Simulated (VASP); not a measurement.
# TaAs: input slips in a relaxation and what they do, part 2 of 2

Some relaxations of TaAs get a fault in the input on purpose. Which of them show, and how? The starting structure is a computed structure from the Materials Project. The first relaxation on each setting starts from this cell expanded by 3 % in volume.

VASP 6.6.1.

Results so far: reference 17.10 Å³ an atom; a loose energy criterion for the relaxation 17.13 Å³ an atom; one electron too many 19.55 Å³ an atom.

## 5. Relaxation with a k mesh far too coarse

Level of this step: PBEsol; plane waves and PAW (Ta_pv, As) (VASP).

A slip made on purpose: a k mesh far too coarse. Against step 2 the input has a 2×2×2 mesh (also changed: NELM, NCORE and KPAR).

INCAR reads:

```
SYSTEM = TaAs
PREC = Accurate
ENCUT = 450
EDIFF = 1E-06
NELM = 60
ISMEAR = 0
SIGMA = 0.03
LREAL = .FALSE.
ALGO = Normal
GGA = PS
NBANDS = 22
LASPH = .TRUE.
LORBIT = 11
LWAVE = .FALSE.
LCHARG = .FALSE.
NCORE = 8
IBRION = 2
NSW = 50
ISIF = 3
EDIFFG = -0.006
```

POSCAR reads:

```
TaAs
1.0
    0.0000000000     -3.4777242560      0.0000000000
   -3.4777242560      0.0000000000      0.0000000000
    1.7388621280     -1.7388621280     -5.9260437458
Ta As
2 2
Direct
    0.4999673000      0.5000327000      0.0000654000
    0.2499673000      0.2500327000      0.5000654000
    0.0826321200      0.9173678800      0.8347357600
    0.8326321200      0.6673678800      0.3347357600
```

KPOINTS reads:

```
Automatic mesh
0
Gamma
2 2 2
0 0 0
```

Potentials, in the order of the species: Ta_pv and As (PBE family, release 64).

On the command line:

```console
$ mpirun -np 8 vasp_std
```

What it wrote:

```text
[banner, memory and clock lines left out]
running    8 mpi-ranks, on    1 nodes
[...]
[... a notice as in an earlier step ...]

 [... a notice as in an earlier step ...]

 LDA part: xc-table for (Slater+PW92), standard interpolation
 POSCAR, INCAR and KPOINTS ok, starting setup
[...]
entering main loop
       N       E                     dE             d eps       ncg     rms          rms(c)
DAV:   1     0.217040477491E+03    0.21704E+03   -0.15466E+04   176   0.124E+03
DAV:   2    -0.292816976893E+02   -0.24632E+03   -0.23589E+03   208   0.337E+02
DAV:   3    -0.390530430334E+02   -0.97713E+01   -0.95657E+01   234   0.602E+01
DAV:   4    -0.391935792548E+02   -0.14054E+00   -0.13997E+00   218   0.669E+00
[...]
DAV:  11    -0.367507942520E+02   -0.20708E-05   -0.18847E-05   228   0.294E-02    0.154E-02
DAV:  12    -0.367507915414E+02    0.27106E-05   -0.81878E-06   214   0.195E-02    0.133E-03
DAV:  13    -0.367507915345E+02    0.68985E-08   -0.30762E-07   124   0.397E-03
   1 F= -.36750792E+02 E0= -.36750792E+02  d E =-.367508E+02
[... from here on, the cycles between the ionic steps are left out ...]
   2 F= -.36746234E+02 E0= -.36746234E+02  d E =0.455768E-02
   3 F= -.36859581E+02 E0= -.36859581E+02  d E =-.108790E+00
   4 F= -.36925249E+02 E0= -.36925249E+02  d E =-.656675E-01
   5 F= -.36925881E+02 E0= -.36925881E+02  d E =-.662994E-01
   6 F= -.36930979E+02 E0= -.36930979E+02  d E =-.509817E-02
   7 F= -.36931436E+02 E0= -.36931436E+02  d E =-.555557E-02
   8 F= -.36931434E+02 E0= -.36931434E+02  d E =-.555320E-02
   9 F= -.36931454E+02 E0= -.36931454E+02  d E =-.202450E-04
  10 F= -.36931460E+02 E0= -.36931460E+02  d E =-.260927E-04
  11 F= -.36931466E+02 E0= -.36931466E+02  d E =-.634983E-05
 trial-energy change:   -0.000006  1 .order   -0.000012   -0.000038    0.000014
 step:   0.4684(harm=  0.5998)  dis= 0.00010  next Energy=   -36.931470 (dE=-0.979E-05)
 reached required accuracy - stopping structural energy minimisation
```

Run time: 8.2 s. Hardware: 8 MPI ranks of Intel Xeon 6975P-C (Granite Rapids), shared host; peak memory 0.84 GiB.

Parts of OUTCAR (step 5):

```text
  Total        0.0094576      0.0094576      0.0158288      0.0000000      0.0000000      0.0000000
  in kB        0.2173277      0.2173277      0.3637333      0.0000000      0.0000000      0.0000000
  external PRESSURE =       0.2661296 kB  Pullay stress =       0.0000000 kB

 POSITION                                       TOTAL-FORCE (eV/Angst)
 -----------------------------------------------------------------------------------
     -1.67469     -1.67469     -0.02429        -0.000000     -0.000000      0.004461
      0.00000     -1.67469     -3.13184         0.000000      0.000000      0.004461
     -1.67469     -1.67469     -5.16408         0.000000      0.000000     -0.004461
     -1.67469     -3.34937     -2.05653         0.000000      0.000000     -0.004461
 -----------------------------------------------------------------------------------
    total drift:                                0.000011     -0.000011     -0.000618

  FREE ENERGIE OF THE ION-ELECTRON SYSTEM (eV)
  ---------------------------------------------------
  free  energy   TOTEN  =       -36.9314664305 eV

  energy  without entropy=      -36.9314664305  energy(sigma->0) =      -36.93146643

[... 1 part as in an earlier step ...]

[... 3 further parts left out ...]
[key lines of the parts left out:]
E-fermi :   6.6020
```

With a k mesh far too coarse the cell ends at 17.431 Å³ an atom, +1.94 % from the reference, a by -2.3 % and c by +6.8 %.

## 6. Relaxation with the cell held fixed (ISIF = 2)

A slip made on purpose: the cell held fixed (ISIF = 2). Against step 2 the input has ISIF = 2 (also changed: NELM).

INCAR, as its differences from that of step 5:

```diff
@@ -15,6 +15,6 @@
 LCHARG = .FALSE.
-NCORE = 8
+KPAR = 8
 IBRION = 2
 NSW = 50
-ISIF = 3
+ISIF = 2
 EDIFFG = -0.006
```

POSCAR is that of step 5.

KPOINTS reads:

```
Automatic mesh
0
Gamma
6 6 6
0 0 0
```

On the command line:

```console
$ mpirun -np 8 vasp_std
```

What it wrote:

```text
[... set-up lines as in an earlier step ...]
 entering main loop
       N       E                     dE             d eps       ncg     rms          rms(c)
[... 13 cycles as in an earlier step ...]
   1 F= -.37616826E+02 E0= -.37616791E+02  d E =-.376168E+02
[...]
N       E                     dE             d eps       ncg     rms          rms(c)
DAV:   1    -0.376167898303E+02    0.36553E-04   -0.14111E-02  1344   0.966E-01    0.232E-02
DAV:   2    -0.376168968955E+02   -0.10707E-03   -0.11907E-03  1494   0.261E-01    0.996E-03
DAV:   3    -0.376168972963E+02   -0.40085E-06   -0.14985E-05  1840   0.274E-02    0.561E-03
DAV:   4    -0.376168969185E+02    0.37783E-06   -0.10933E-06  1070   0.812E-03
   2 F= -.37616897E+02 E0= -.37616866E+02  d E =-.705484E-04
 trial-energy change:   -0.000071  1 .order   -0.000071   -0.000148    0.000006
 step:   0.9582(harm=  0.9582)  dis= 0.00128  next Energy=   -37.616897 (dE=-0.711E-04)
 reached required accuracy - stopping structural energy minimisation
```

It took 5.4 s on 8 MPI ranks; peak memory 1.5 GiB.

OUTCAR, selected parts (step 6):

```text
  Total       -3.6885879     -3.6885879     -3.4648165      0.0000000      0.0000000      0.0000000
  in kB      -82.4547309    -82.4547309    -77.4525418      0.0000000      0.0000000      0.0000000
  external PRESSURE =     -80.7873345 kB  Pullay stress =       0.0000000 kB

 POSITION                                       TOTAL-FORCE (eV/Angst)
 -----------------------------------------------------------------------------------
      0.00000     -3.47772     -5.92509         0.000000      0.000000     -0.001210
      0.00000     -1.73886     -2.96207         0.000000      0.000000     -0.001210
     -1.73886     -1.73886     -4.94802         0.000000      0.000000      0.001210
     -1.73886     -3.47772     -1.98500         0.000000      0.000000      0.001210
 -----------------------------------------------------------------------------------
    total drift:                                0.000002     -0.000002     -0.001043

  FREE ENERGIE OF THE ION-ELECTRON SYSTEM (eV)
  ---------------------------------------------------
  free  energy   TOTEN  =       -37.6168969185 eV

  energy  without entropy=      -37.6168350764  energy(sigma->0) =      -37.61686600

[... 2 parts as in an earlier step ...]

[... 2 further parts left out ...]
[key lines of the parts left out:]
E-fermi :   6.5117
```

With the cell held fixed (ISIF = 2) the cell ends at 17.918 Å³ an atom, +4.79 % from the reference.

## 7. The runs compared

```tsv
run	volume (Å³/atom)	change (%)	pressure left (GPa)	core minutes
reference	17.1	-	0.02	4.69
a loose energy criterion for the relaxation	17.133	0.2	-0.26	1.23
one electron too many	19.555	14.36	-0.02	3.2
a k mesh far too coarse	17.431	1.94	0.03	1.09
the cell held fixed (ISIF = 2)	17.918	4.79	-8.08	0.72
```

Core minutes are wall time times ranks, summed over the relaxations behind a row (those for a bulk modulus apart), on shared hosts.

## 8. Summary of results

| Item | Value |
| --- | --- |
| volume of the reference | 17.10 Å³/atom |
| volume against the reference, a loose energy criterion for the relaxation | +0.20 % |
| volume against the reference, one electron too many | +14.36 % |
| volume against the reference, a k mesh far too coarse | +1.94 % |
| volume against the reference, the cell held fixed (ISIF = 2) | +4.79 % |

In words: Finished, but with signs in the output that stand out against the reference: a loose energy criterion for the relaxation, with the volume changed by +0.2 %, a by -0.1 % and c by +0.4 % (signs: a stress of up to 0.7 GPa and forces of up to 0.03 eV/Å); one electron too many, with the volume changed by +14.4 % (signs: a warning on the charge density and 14.0 GPa at the first ionic step (of the first relaxations, not shown; reference: -8.1 GPa)); the cell held fixed (ISIF = 2), with the volume kept at the input's, +4.8 % from the reference (signs: a stress of up to 8.2 GPa). Finished, and of the signs looked for here (warnings, stress, forces, entropy, moments, translations away from zero, imaginary modes) none stands out against the reference by the marks set here, though the cell is off: a k mesh far too coarse, with the volume changed by +1.9 %, a by -2.3 % and c by +6.8 %. The reference was restarted once and the runs with a slip weren't, so their cells may not have settled fully. Further runs on this material are not shown.

[Lines on the potential files, build, host, timing and source positions are cut from VASP's logs without a mark.]

[Logs are printed without paths, hosts, clocks, repeated set-up lines and the standing remarks that a program may print on its own settings, such as how far it seeks lower states.]

[Hosts, paths, dates, database ids (printed as entryN), source tags and the programs' standing remarks are cut or masked in the printed files.]
